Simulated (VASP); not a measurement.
Elastic constants (GPa) of a crystal from PBEsol GGA, VASP's PBE PAW potentials (set 64) (VASP):

```csv
,xx,yy,zz,yz,xz,xy
xx,196.3,133.0,133.0,0.0,0.0,0.0
yy,133.0,196.3,133.0,0.0,0.0,0.0
zz,133.0,133.0,196.3,0.0,0.0,0.0
yz,0.0,0.0,0.0,70.1,0.0,0.0
xz,0.0,0.0,0.0,0.0,70.1,0.0
xy,0.0,0.0,0.0,0.0,0.0,70.1
```

Finite-difference elastic constants of metals are sensitive to mesh and smearing; shear constants can be off by tens of GPa.

### Question
Work out the Voigt, Reuss and Hill moduli, Young's modulus and Poisson's ratio.

### Answer
All eigenvalues are positive (smallest 63.3 GPa), so the crystal is stable. K_V = (C11+C22+C33+2(C12+C13+C23))/9 = (588.9 + 2×399.0)/9 = 154.1 GPa; G_V = (588.9 − 399.0 + 3×210.3)/15 = 54.7 GPa. From the compliances, K_R = 154.1 GPa and G_R = 47.2 GPa. Hill: K = 154.1 GPa, G = 50.9 GPa, E = 9KG/(3K+G) = 137.7 GPa, ν = (3K−2G)/(2(3K+G)) = 0.351. K/G = 3.02, above Pugh's 1.75; universal anisotropy A^U = 0.80.

### Question
With a density of 4.86 g/cm³, what are the mean sound speeds?

### Answer
v_l = √((K+4G/3)/ρ) = 6.76 km/s and v_t = √(G/ρ) = 3.24 km/s. The crystal is Si₂Ni (space group Fm-3m), cubic.

The structure comes from a measured Si2Ni entry (Fm-3m) of the Crystallography Open Database, whose conditions weren't checked. It was relaxed first. The run is not spin-polarised, so no magnetic state was tried.
